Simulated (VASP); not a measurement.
An input for Quantum ESPRESSO's pw.x (written as the equivalent of a VASP run, and not itself run):

```
&CONTROL
  calculation = 'scf'
  pseudo_dir = './pseudo'
  outdir = './out'
  tprnfor = .true.
  tstress = .true.
/
&SYSTEM
  ibrav = 0
  nat = 2
  ntyp = 2
  ecutwfc = 82.3
  occupations = 'smearing'
  smearing = 'gaussian'
  degauss = 0.003675
  input_dft = 'pbe'
  vdw_corr = 'grimme-d3'
  dftd3_version = 3
  dftd3_threebody = .false.
/
&ELECTRONS
  conv_thr = 7.3e-09
  electron_maxstep = 100
/
ATOMIC_SPECIES
  Sn 118.710 Sn.upf
  Te 127.600 Te.upf
CELL_PARAMETERS angstrom
     0.0000000    3.1451929    3.1451929
     3.1451929    0.0000000    3.1451929
     3.1451929    3.1451929    0.0000000
ATOMIC_POSITIONS crystal
  Sn   0.0000000  0.0000000  0.0000000
  Te   0.5000000  0.5000000  0.5000000
K_POINTS automatic
  7 7 7 0 0 0
```

Problem. Write the VASP files for the same calculation (PBE-D3 (zero damping)).

Solution. Several could match; the one computed here: 
### INCAR
```
EDIFF = 1E-7   # SCF stop (eV)
ISIF = 2
LREAL = .FALSE.
PREC = Accurate
GGA = PE   # PBE
IVDW = 11   # D3, zero damping
LMAXMIX = 4   # l cut-off of mixed one-centre charges
SYSTEM = SnTe
ALGO = Normal   # blocked Davidson
LWAVE = .FALSE.
NELM = 100   # most electronic steps
LCHARG = .FALSE.
SIGMA = 0.05
ENCUT = 520
ISMEAR = 0   # Gaussian
LASPH = .TRUE.   # aspherical one-centre terms
```

File POSCAR:
```
SnTe
1
    0.0000000000     3.1451928693     3.1451928693
    3.1451928693     0.0000000000     3.1451928693
    3.1451928693     3.1451928693     0.0000000000
Sn Te
1 1
Direct
  0.0000000000   0.0000000000   0.0000000000
  0.5000000000   0.5000000000   0.5000000000
```

**KPOINTS**
```
Automatic mesh
0
Gamma
7 7 7
0 0 0
```

POTCAR, in this order: Sn_d Te (PBE.64 set). Program: vasp_std.

What does not carry over: the potentials are each code's own (VASP's PAW set, PseudoDojo norm-conserving files in pw.x), so ENCUT and ecutwfc are chosen apart and not converted; conv_thr bounds pw.x's estimated SCF error, while EDIFF bounds the energy change between steps.

The compound is SnTe in the rock salt structure, which distorts at low temperature. This cell is one point of a volume scan, at 0.97 of the reference volume.
